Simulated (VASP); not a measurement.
```yaml
crystal:
  lattice:
    - [0.00000, 1.98178, 1.98178]
    - [1.98178, 0.00000, 1.98178]
    - [1.98178, 1.98178, 0.00000]
  atoms:
    - { symbol: Au, position: [0.00000, 0.00000, 0.00000] }
```

The numbers are results of PBEsol GGA, VASP's PBE PAW potentials (set 64) (plane waves; VASP), not measurements. Settings: 500 eV cut-off, 16×16×16 Γ-centred mesh, first-order Methfessel-Paxton smearing of 0.10 eV, potentials Au.

Unless said otherwise, spin-orbit coupling is left out, though it shifts the bands of the heavy elements here.

Q: Predict the energy per atom (σ→0), pressure, band gap (on the k-mesh) with the smallest direct gap where there is one.

A: 
```yaml
band gap (on the k-mesh): none (metal, semimetal or under 0.01 eV)
energy per atom (σ→0): -3.842 eV/atom
pressure: 19.94 GPa
```

The absolute energy has meaning only against runs of the same code, potentials and settings.

The compound is Au in the fcc structure. It was relaxed first under an external pressure of 20 GPa.
